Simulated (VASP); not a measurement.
Wanted: the native input for a VASP 6.6.1 run.

```
Task                   : electrostatic potential
Functional             : PBEsol
Potentials or basis    : VASP PAW PBE potentials, release 64 (Zr_sv)
Cutoff                 : 520 eV
k mesh                 : 16 × 16 × 8
Occupations            : methfessel-paxton, width 0.1 eV
Spin                   : no spin polarisation
Further INCAR settings : ALGO = Normal; EDIFF = 1e-07
```

The structure of Zr lies in POSCAR:

```
Zr                                      
1.0
    3.1874874897      0.0000000000      0.0000000000
   -1.5937437448      2.7604451422     -0.0000000000
    0.0000000000     -0.0000000000      5.1096904771
  Zr            
     2
Direct
     0.3333333300000021    0.6666666699999979    0.2500000000000000
     0.6666666699999979    0.3333333300000021    0.7500000000000000
```

The cell was built by a generator and needn't be a form met in nature.

These files were run (other wordings do the same):

INCAR

```
ALGO = Normal
EDIFF = 1E-7
ENCUT = 520
GGA = PS
ISIF = 2
ISMEAR = 1
LASPH = T
LCHARG = T
LREAL = F
LVHAR = T
LWAVE = F
NELM = 80
PREC = Accurate
SIGMA = 0.1
```

KPOINTS

```
k-points
0
Gamma
  16 16 8
```

Potentials or basis: VASP PAW PBE potentials, release 64 (Zr_sv).

Run with:

```console
$ cat potpaw_PBE.64/Zr_sv/POTCAR > POTCAR
$ mpirun -np 1 vasp_std > vasp.out
```

It gave:

The pressure is 0.0 GPa and the band gap on the k mesh is none (metal or under the smearing width).

Caveat: the PAW data sets were made with another functional, which shifts forces and pressure a little.

It took 39 s on 1 thread of Intel(R) Xeon(R) Platinum 8488C (Sapphire Rapids), on a shared host, peak memory 0.22 GiB.
